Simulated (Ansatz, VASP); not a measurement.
# Rb12Na23Li10Br45 in two plane-wave programs

Aim: how closely do two programs agree when they are given the same cell, functional and k mesh? The structure shown is frame 21 of Ansatz's trajectory.

Calculated with Ansatz 0.2.0; plane waves, with VASP 6.6.1 beside it; single point at PBE.

## (1) The structure

The cell holds 90 atoms: 12 Rb, 10 Li, 23 Na and 45 Br. Its edges and angles: a = 14.887 Å, b = 14.887 Å, c = 14.887 Å, α = 90.0°, β = 90.0°, γ = 90.0°.

## (2) Ansatz: dynamics, PBE

Ansatz runs on its default PAW (the set named soft_2) files.

One frame of this run of dynamics is then solved in both programs, so the motion causes no difference.

Input file input.yaml:

```yaml
crystal:
  lattice:
    - [14.8869, 0.0, 0.0]
    - [0.0, 14.8869, 0.0]
    - [0.0, 0.0, 14.8869]
  atoms:
    - { symbol: Rb, position: [0.9656, 0.38059, 0.60508] }
    - { symbol: Rb, position: [0.88704, 0.62175, 0.80762] }
    - { symbol: Rb, position: [0.65983, 0.39313, 0.7045] }
    - { symbol: Rb, position: [0.21231, 0.80291, 0.21977] }
    - { symbol: Rb, position: [0.98678, 0.00516, 0.00324] }
    - { symbol: Rb, position: [0.81925, 0.17988, 0.84136] }
    - { symbol: Rb, position: [0.81914, 0.83453, 0.36727] }
    - { symbol: Rb, position: [0.27962, 0.57417, 0.80771] }
    - { symbol: Rb, position: [0.94007, 0.61179, 0.42643] }
    - { symbol: Rb, position: [0.54834, 0.07327, 0.05781] }
    - { symbol: Rb, position: [0.73975, 0.39114, 0.36601] }
    - { symbol: Rb, position: [0.27574, 0.05602, 0.44982] }
    - { symbol: Li, position: [0.29335, 0.922, 0.84969] }
    - { symbol: Li, position: [0.06482, 0.06087, 0.69851] }
    - { symbol: Li, position: [0.8529, 0.06795, 0.5812] }
    - { symbol: Li, position: [0.20969, 0.45573, 0.37819] }
    - { symbol: Li, position: [0.40466, 0.28153, 0.35601] }
    - { symbol: Li, position: [0.52514, 0.84757, 0.70188] }
    - { symbol: Li, position: [0.22792, 0.21539, 0.84377] }
    - { symbol: Li, position: [0.70488, 0.67318, 0.58032] }
    - { symbol: Li, position: [0.77897, 0.89713, 0.69039] }
    - { symbol: Li, position: [0.4829, 0.5974, 0.44233] }
    - { symbol: Na, position: [0.79266, 0.84727, 0.06637] }
    - { symbol: Na, position: [0.38496, 0.51609, 0.18173] }
    - { symbol: Na, position: [0.60663, 0.10296, 0.55268] }
    - { symbol: Na, position: [0.79144, 0.14574, 0.21144] }
    - { symbol: Na, position: [0.48818, 0.09214, 0.74698] }
    - { symbol: Na, position: [0.06808, 0.7145, 0.05557] }
    - { symbol: Na, position: [0.04945, 0.23611, 0.31956] }
    - { symbol: Na, position: [0.2844, 0.13899, 0.13393] }
    - { symbol: Na, position: [0.29682, 0.82845, 0.63358] }
    - { symbol: Na, position: [0.3374, 0.32027, 0.56034] }
    - { symbol: Na, position: [0.75571, 0.51974, 0.07] }
    - { symbol: Na, position: [0.02337, 0.98006, 0.43156] }
    - { symbol: Na, position: [0.2303, 0.64086, 0.53062] }
    - { symbol: Na, position: [0.59204, 0.32629, 0.11213] }
    - { symbol: Na, position: [0.4823, 0.79174, 0.10028] }
    - { symbol: Na, position: [0.01375, 0.33211, 0.93834] }
    - { symbol: Na, position: [0.04706, 0.84268, 0.77214] }
    - { symbol: Na, position: [0.54373, 0.66002, 0.866] }
    - { symbol: Na, position: [0.21615, 0.43591, 0.06518] }
    - { symbol: Na, position: [0.64858, 0.66321, 0.2239] }
    - { symbol: Na, position: [0.98078, 0.44462, 0.17953] }
    - { symbol: Na, position: [0.47942, 0.8492, 0.3228] }
    - { symbol: Na, position: [0.4106, 0.34939, 0.85398] }
    - { symbol: Br, position: [0.394, 0.97131, 0.21628] }
    - { symbol: Br, position: [0.12578, 0.68134, 0.70558] }
    - { symbol: Br, position: [0.44568, 0.18771, 0.4893] }
    - { symbol: Br, position: [0.63015, 0.86558, 0.2113] }
    - { symbol: Br, position: [0.57677, 0.2297, 0.84688] }
    - { symbol: Br, position: [0.67641, 0.69078, 0.0104] }
    - { symbol: Br, position: [0.40423, 0.69868, 0.55558] }
    - { symbol: Br, position: [0.22403, 0.2475, 0.38867] }
    - { symbol: Br, position: [0.04183, 0.13808, 0.56714] }
    - { symbol: Br, position: [0.65858, 0.00848, 0.72203] }
    - { symbol: Br, position: [0.15479, 0.48171, 0.54159] }
    - { symbol: Br, position: [0.09073, 0.04784, 0.27729] }
    - { symbol: Br, position: [0.92991, 0.97667, 0.7053] }
    - { symbol: Br, position: [0.78428, 0.5151, 0.56599] }
    - { symbol: Br, position: [0.92486, 0.81119, 0.92443] }
    - { symbol: Br, position: [0.47534, 0.49605, 0.7411] }
    - { symbol: Br, position: [0.41251, 0.43872, 0.42048] }
    - { symbol: Br, position: [0.958, 0.40736, 0.36985] }
    - { symbol: Br, position: [0.46164, 0.96233, 0.5813] }
    - { symbol: Br, position: [0.81342, 0.0425, 0.42445] }
    - { symbol: Br, position: [0.97637, 0.81228, 0.19558] }
    - { symbol: Br, position: [0.8573, 0.76255, 0.57618] }
    - { symbol: Br, position: [0.1668, 0.81611, 0.48814] }
    - { symbol: Br, position: [0.34455, 0.2303, 0.7325] }
    - { symbol: Br, position: [0.82728, 0.32758, 0.12951] }
    - { symbol: Br, position: [0.77115, 0.20196, 0.61106] }
    - { symbol: Br, position: [0.20816, 0.37296, 0.88983] }
    - { symbol: Br, position: [0.8227, 0.59059, 0.24406] }
    - { symbol: Br, position: [0.39453, 0.31449, 0.1034] }
    - { symbol: Br, position: [0.59999, 0.48293, 0.19159] }
    - { symbol: Br, position: [0.39274, 0.02741, 0.92613] }
    - { symbol: Br, position: [0.66721, 0.73941, 0.73438] }
    - { symbol: Br, position: [0.05922, 0.16028, 0.84795] }
    - { symbol: Br, position: [0.44633, 0.67936, 0.24641] }
    - { symbol: Br, position: [0.19813, 0.97362, 0.72964] }
    - { symbol: Br, position: [0.40593, 0.78769, 0.80232] }
    - { symbol: Br, position: [0.62052, 0.20196, 0.26369] }
    - { symbol: Br, position: [0.83454, 0.38617, 0.85344] }
    - { symbol: Br, position: [0.3815, 0.59067, 0.0144] }
    - { symbol: Br, position: [0.20881, 0.84883, 0.9944] }
    - { symbol: Br, position: [0.11378, 0.26205, 0.11387] }
    - { symbol: Br, position: [0.64066, 0.66696, 0.42162] }
    - { symbol: Br, position: [0.03576, 0.52124, 0.01397] }
    - { symbol: Br, position: [0.17003, 0.54973, 0.24322] }
    - { symbol: Br, position: [0.78172, 0.03139, 0.04249] }
kpoints:
  mp_grid: { grid: [1, 1, 1] }
hamiltonian:
  xc: pbe
scf:
  occupations: { method: fixed }
output:
  forces: true
  stress: true
md:
  timestep: 1.0
  n_steps: 64
  ensemble: nvt_nose_hoover
  temperature: 600
  initial_velocities: maxwell_boltzmann
  seed: 9040
```

Launch:

```console
ansatz run input.yaml --threads 4 --pin off --max-ram 8192MiB --backend cpu --events-out ev --progress --plain --runs-dir out
```

Numbers of over 12 decimals in the logs are rounded to 6 here.

The log of the run:

```text
Warning: md: disabling space-group detection — thermal motion breaks the input geometry's symmetry, so no spatial operation reduces the k-mesh or symmetrises the density; time reversal is kept, so that k and −k are solved as one point where they differ and the mesh holds both, and exact exchange and, on two spinor components, a DFT+U term hold to it where the run has them: on two components no moment then forms, and  [...]
Warning: output.stress: scf.convergence.dr2_threshold = 9e-8 eV (the default of an md: trajectory) is looser than the 9e-9 eV advised for a printed stress (1e-10 eV for each atom of the cell: 90). What an SCF threshold leaves in a stress goes as its square root, and in the free energy as the threshold itself, and one threshold admits the most on a small cell: [figures from the program's tests cut] Set scf.convergence [...]
Engine: ansatz 0.2.0, aarch64-unknown-linux-gnu
Pseudopotentials: kind: paw
Pseudopotential: Rb, paw, valence charge 9, recommended cutoff 420 eV (normal), Rb.paw.azcp
Pseudopotential: Li, paw, valence charge 3, recommended cutoff 420 eV (normal), Li.paw.azcp
Pseudopotential: Na, paw, valence charge 9, recommended cutoff 420 eV (normal), Na.paw.azcp
Pseudopotential: Br, paw, valence charge 7, recommended cutoff 420 eV (normal), Br.paw.azcp
Functional definition: PBE
  parameter kappa = 0.804
  parameter beta = 0.066725
  exchange = pbe_x(kappa = kappa, mu = beta*pi^2/3)
  correlation = pbe_c(beta = beta)
Crystal: 90 atoms, lattice volume = 3299.232 Å³
Basis set: ecut = 420 eV, 64373 PW (Γ), exchange–correlation on 200×200×200 points (8 copies of the dense FFT grid, shifted against one another)
Bands: 420, of which v1, the nominal top of the filled ones, is band 330 counted from 1 (329 counted from 0)
Symmetry: 1 space group operations
k-points: 1
Non-local potential: Rb, projectors of the file, l = 0: 3, l = 1: 2, l = 2: 2
Non-local potential: Li, projectors of the file, l = 0: 3, l = 1: 2, l = 2: 1
Non-local potential: Na, projectors of the file, l = 0: 3, l = 1: 2, l = 2: 1
Non-local potential: Br, projectors of the file, l = 0: 2, l = 1: 2, l = 2: 2
PAW form: soft (Blöchl's): semilocal exchange-correlation on the pseudo side does not see the compensation charge
PAW one-centre angular grid: Rb, 110 points (default); XC on 64 Gauss nodes
PAW one-centre angular grid: Li, 110 points (default); XC on 64 Gauss nodes
PAW one-centre angular grid: Na, 110 points (default); XC on 64 Gauss nodes
PAW one-centre angular grid: Br, 110 points (default); XC on 64 Gauss nodes
Initial density: superposition of atomic densities (neutral atoms: chi_scale 0, normalization atom), corrected by the library's trained network
Initial wavefunctions: pseudopotential atomic-orbital guess
Functional: x = pbe(κ = 0.804, μ = 0.219515), c = pbe(β = 0.066725)
SCF iter   1: F=—  HF=-200819.353282 eV  |F-HF|=—  |Δ(HF+E_count)|=         —  Δρ=6.18e-4  dr2=4.73e-2  ethr=1.77e-3  ⟨swp⟩=6.0  Hψ=1205  notcnv=0  defer=83
preconditioner: auto → Resta (q_TF=auto, 2.086 Å⁻¹)  ε∞=2.4  [insulator: Δε(μ)=3.150 eV  Ē_g=11.258 eV  n_scr=484 (ndim 8)  ℏωp=13.4 eV  f_vac=0.170  ε∞_Penn≈2.4]
SCF iter   2: F=—  HF=-200819.358335 eV  |F-HF|=—  |Δ(HF+E_count)|=   5.05e-3  Δρ=3.17e-4  dr2=9.49e-3  ethr=7.17e-6  ⟨swp⟩=5.0  Hψ=948  notcnv=0  defer=88
SCF iter   3: F=—  HF=-200819.358398 eV  |F-HF|=—  |Δ(HF+E_count)|=   6.34e-5  Δρ=1.23e-4  dr2=1.28e-3  ethr=1.44e-6  ⟨swp⟩=2.0  Hψ=499  notcnv=0  defer=88
SCF iter   4: F=—  HF=-200819.358593 eV  |F-HF|=—  |Δ(HF+E_count)|=   1.94e-4  Δρ=4.24e-5  dr2=1.59e-4  ethr=1.95e-7  ⟨swp⟩=2.0  Hψ=531  notcnv=0  defer=88
SCF iter   5: F=—  HF=-200819.358744 eV  |F-HF|=—  |Δ(HF+E_count)|=   1.52e-4  Δρ=1.25e-5  dr2=7.28e-6  ethr=2.40e-8  ⟨swp⟩=2.0  Hψ=604  notcnv=0  defer=88
SCF iter   6: F=—  HF=-200819.355544 eV  |F-HF|=—  |Δ(HF+E_count)|=   3.20e-3  Δρ=5.64e-6  dr2=8.12e-7  ethr=1.10e-9  ⟨swp⟩=2.0  Hψ=748  notcnv=0  defer=84
[...]
md step    55: t =    55.00 fs  T =   536.6 K  F+E_penalty+E_count = -200818.59942982 eV  E_kin = 6.173523 eV  conserved = -200812.45268479 eV  P_inst = 0.1459 GPa  (2 SCF iters)
md step    56: t =    56.00 fs  T =   535.2 K  F+E_penalty+E_count = -200818.58008270 eV  E_kin = 6.156588 eV  conserved = -200812.45266794 eV  P_inst = 0.1479 GPa  (2 SCF iters)
md step    57: t =    57.00 fs  T =   533.9 K  F+E_penalty+E_count = -200818.56297977 eV  E_kin = 6.142036 eV  conserved = -200812.45265407 eV  P_inst = 0.1497 GPa  (3 SCF iters)
md step    58: t =    58.00 fs  T =   532.9 K  F+E_penalty+E_count = -200818.54831473 eV  E_kin = 6.130064 eV  conserved = -200812.45264429 eV  P_inst = 0.1512 GPa  (2 SCF iters)
md step    59: t =    59.00 fs  T =   532.1 K  F+E_penalty+E_count = -200818.53623441 eV  E_kin = 6.120823 eV  conserved = -200812.45263780 eV  P_inst = 0.1524 GPa  (2 SCF iters)
md step    60: t =    60.00 fs  T =   531.5 K  F+E_penalty+E_count = -200818.52683235 eV  E_kin = 6.114411 eV  conserved = -200812.45263482 eV  P_inst = 0.1534 GPa  (6 SCF iters)
md step    61: t =    61.00 fs  T =   531.2 K  F+E_penalty+E_count = -200818.52014457 eV  E_kin = 6.110866 eV  conserved = -200812.45263555 eV  P_inst = 0.1541 GPa  (3 SCF iters)
md step    62: t =    62.00 fs  T =   531.1 K  F+E_penalty+E_count = -200818.51614811 eV  E_kin = 6.110171 eV  conserved = -200812.45263840 eV  P_inst = 0.1545 GPa  (2 SCF iters)
md step    63: t =    63.00 fs  T =   531.3 K  F+E_penalty+E_count = -200818.51476176 eV  E_kin = 6.112247 eV  conserved = -200812.45264425 eV  P_inst = 0.1546 GPa  (3 SCF iters)
[...]
md step    64: t =    64.00 fs  T =   531.7 K  F+E_penalty+E_count = -200818.51584926 eV  E_kin = 6.116959 eV  conserved = -200812.45265433 eV  P_inst = 0.1544 GPa  (6 SCF iters)
SCF converged after 6 iterations
Free energy (F): -200818.515849 eV
Harris-Foulkes:  -200818.515849 eV  (|F-HF|=1.08e-8)
Internal energy: -200818.515849 eV  (E = F + TS)
E sigma→0 (E₀):  -200818.515849 eV
Fermi energy:    0.704737 eV
--- Per-component energies (eV) ---
  E_band       = -8806.483917
  E_kinetic    = 11325.048011
  E_local      = -58033.567820  (includes V_loc(G=0)·N_el)
  E_nonlocal   = 7551.220472
  E_hartree    = 19991.638279
  E_xc         = -14498.987765
  E_vxc        = -7624.446362  (∫ρ·V_xc dr)
  E_paw        = -138775.487810  (= ΣΔE_a)
  E_vpaw       = -2008.011556  (= ΣTr[D̂ρ^β])
  E_aug_tail   = -0.000589  (compensation charges beyond the density's cutoff)
  E_ewald      = -28378.378627
  E_smearing   = -0.000000  (= −TS)
  E_closure    = 0.000000  (closes the sum)
  Σ components = -200818.515849   (vs F -200818.515849, Δ=0.00e0)
--- Forces (eV/Å), atoms counted from 1 ---
  atom   1  Rb     0.29412574    -0.59543702     0.26076086
  atom   2  Rb    -0.12124897    -0.10442520     0.03591045
  atom   3  Rb    -0.19813828     0.05222310     0.18676062
  atom   4  Rb     0.18848165     0.26734139     0.30914637
  atom   5  Rb     0.14667854     0.11567082     0.23500108
  atom   6  Rb    -0.27334994    -0.19830746     0.14027506
  atom   7  Rb    -0.42137531     0.08633992    -0.17017176
  atom   8  Rb     0.47612780    -0.19816632     0.35355666
  atom   9  Rb     0.08820942     0.13774526    -0.04651715
  atom  10  Rb     0.02653447    -0.08007769     0.31097087
  atom  11  Rb    -0.09854866     0.01886125    -0.10299096
  atom  12  Rb     0.45512976    -0.12233633    -0.04904182
  atom  13  Li    -0.31774200     0.16262657     0.07070707
  atom  14  Li    -0.26012392    -0.33185161     0.34271351
  atom  15  Li    -0.70301850    -0.40218666    -0.04475013
  atom  16  Li    -0.09829492     0.74890408    -0.08419906
  atom  17  Li     0.17522699    -0.58177132    -0.04145110
  atom  18  Li    -0.10331047     0.05098079     0.13117121
  atom  19  Li     0.25743905     0.32760805     0.21281793
  atom  20  Li    -0.04931979     0.14037741     0.07219307
  atom  21  Li     0.09417820     0.42789990    -0.02408901
  atom  22  Li     0.08563680    -0.42591258     0.38310925
  atom  23  Na    -1.35209885    -0.04743515    -0.64945433
  atom  24  Na    -0.00792661     0.16739377     0.02831523
[...]
atom  83  Br     0.17982818     0.22727808    -0.18033968
  atom  84  Br    -0.00819508     0.14731087     0.11234668
  atom  85  Br    -0.63241182    -0.34305063     0.08841397
  atom  86  Br     0.16704441    -0.25450047     0.42062631
  atom  87  Br    -0.33440290     0.17371397     0.26572458
  atom  88  Br    -0.04144281     0.19460976    -0.08460839
  atom  89  Br     0.15061487    -0.14911246     0.11864697
  atom  90  Br     0.29397045     0.10356901     0.04183696
  max |Σ_I F_I| component: 6.92e-5 eV/Å
--- Stress (GPa, compression-positive) ---
       -0.079147       0.129519       0.184604
        0.129518       0.159827       0.023463
        0.184603       0.023463      -0.218152
  P = ⅓ Tr σ = -0.0458 GPa (-0.458 kbar)
--- MD trajectory: 64 steps, t = 0.0 → 64.0 fs ---
  final state: T = 531.7 K   F+E_penalty+E_count = -200818.51584926 eV   E_kin = 6.116959 eV
  conserved energy: peak-to-peak 4.459e-4 eV (4.955e-6 eV/atom) over 64.0 fs
```

In the SCF lines HF is the Harris–Foulkes energy and dr2 the Hartree energy of the density residual, in eV; the loop may stop once dr2 is under the threshold and the program's other checks hold. Hψ counts applications of the Hamiltonian.

(Part 1 of 2 ends here.)

[Lines on the potential files, build, host, timing and source positions are cut from VASP's logs without a mark.]

[Logs are printed without paths, hosts, clocks, repeated set-up lines and the standing remarks that a program may print on its own settings, such as how far it seeks lower states.]

[Hosts, paths, dates, database ids (printed as entryN), source tags and the programs' standing remarks are cut or masked in the printed files.]
